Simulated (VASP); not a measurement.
Here is the system:

```
GaSb
1.0
    0.00000     3.11100     3.11100
    3.11100     0.00000     3.11100
    3.11100     3.11100     0.00000
Ga Sb
1 1
Direct
  0.00000   0.00000   0.00000
  0.25000   0.25000   0.25000
```

Computed with PBE GGA, VASP's PBE PAW potentials (set 64) (plane waves; VASP 6.6.1). Run with 400 eV cut-off, 6×6×6 Γ-centred mesh, Gaussian smearing of 0.050 eV, potentials Ga_d Sb.

Unless said otherwise, spin-orbit coupling is left out, though it shifts the bands of the heavy elements here.

Predict the energy per atom (σ→0), band gap (on the k-mesh) with the smallest direct gap where there is one.

```yaml
band gap (on the k-mesh): none (metal, semimetal or under 0.01 eV)
energy per atom (σ→0): -3.671 eV/atom
```

Only differences to runs with the same potentials and settings are physical.

The compound is GaSb in the zinc blende structure. The cell was not relaxed at this level.
